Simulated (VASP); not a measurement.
## NdO (space group P6_3/mmc): computed properties

The numbers are results of PBEsol GGA, VASP's PBE PAW potentials (set 64) (plane waves; VASP), not measurements.

```
Property                                                                                  Value
----------------------------------  -----------------------------------------------------------
space group                                                                      P6_3/mmc (194)
cell                                a = b = 3.5278 Å, c = 5.8112 Å, α = β = 90.00°, γ = 120.00°
volume per atom                                                                   15.66 Å³/atom
band gap (over mesh and band path)                     none (metal, semimetal or under 0.01 eV)
band gap with spin-orbit coupling                                               none (metallic)
density                                                                              8.50 g/cm³
```

```xyz
4
Lattice="3.5278 0.0000 0.0000 -1.7639 3.0551 0.0000 0.0000 0.0000 5.8112" Properties=species:S:1:pos:R:3 pbc="T T T"
Nd     1.7639     1.0184     1.4528
Nd     0.0000     2.0368     4.3584
O      0.0000     0.0000     2.9056
O      0.0000     0.0000     5.8112
```

The 4f electrons are frozen in the core of the lanthanide potential, so 4f levels, which can set the real gap, and their magnetism are missing.

The structure comes from a computed database's NdO entry (P6_3/mmc); how it stands against other phases isn't given here. It was relaxed first. Symmetry was kept, so distortions that lower it aren't found.
